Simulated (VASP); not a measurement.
VASP runs on Ru3W (space group Pm-3m) share one base input (PBE GGA, plane waves, VASP's PBE PAW potentials (set 64)) and change the settings named in each case.

**INCAR**
```
LWAVE = .False.
SYSTEM = Ru3W
EDIFF = 1E-6   ! SCF stop (eV)
NELM = 100
LMAXMIX = 6   ! l cut-off of mixed one-centre charges
ALGO = Normal   ! blocked Davidson
ENCUT = 300   ! plane-wave cut-off (eV)
LREAL = .False.   ! projection in real space or not
PREC = Accurate
LASPH = .True.   ! aspherical one-centre terms
ISMEAR = -1   ! Fermi-Dirac
GGA = PE
ISIF = 2
LCHARG = .False.
SIGMA = 0.1
```

### KPOINTS
```
Automatic mesh
0
Gamma
  6 6 6
```

### POSCAR
```
Ru3W
1
    3.8187790000     0.0000000000     0.0000000000
    0.0000000000     3.8187790000     0.0000000000
    0.0000000000     0.0000000000     3.8187790000
Ru W
3 1
Direct
  0.0000000000   0.5000000000   0.5000000000
  0.5000000000   0.5000000000   0.0000000000
  0.5000000000   0.0000000000   0.5000000000
  0.0000000000   0.0000000000   0.0000000000
```

POTCAR, in this order: Ru_pv W_sv (PBE.64 set). Program: vasp_std.

```tsv
change	E(σ→0) (eV/atom)	pressure (GPa)	−TS (eV)
base run	-10.1667	9.89	-0.1350
GGA removed, POTCAR Ru_pv W_sv (LDA.64 set)	-11.5612	…	…
GGA_COMPAT = .FALSE., LNONCOLLINEAR = .TRUE., LSORBIT = .TRUE., MAGMOM = 0.0 0.0 0.0 0.0 0.0 0.0 0.0 0.0 0.0 0.0 0.0 0.0, program vasp_ncl	-10.4665	10.24	-0.1373
KPOINTS 2×2×2 Γ-centred mesh	-10.0122	10.23	-0.1826
```

Complete the blanks.

- GGA removed, POTCAR Ru_pv W_sv (LDA.64 set), pressure (GPa): -5.50
- GGA removed, POTCAR Ru_pv W_sv (LDA.64 set), −TS (eV): -0.1356

Energies of different potentials or functionals have different zeros.  Unless said otherwise, spin-orbit coupling is left out, though it shifts the bands of the heavy elements here. At 300 eV the pressure can carry a Pulay error.

Left out are runs that ran out of time, are held back, or changed the cell or the kind of run, fixed moments of cells without a moment, rows past the twelfth, gaps on odd meshes, pressures of charged cells and columns that move by less than the noise.

The structure was generated: Ru3W was put into an ordered model structure, which need not be its known phase. The cell was not relaxed at this level.
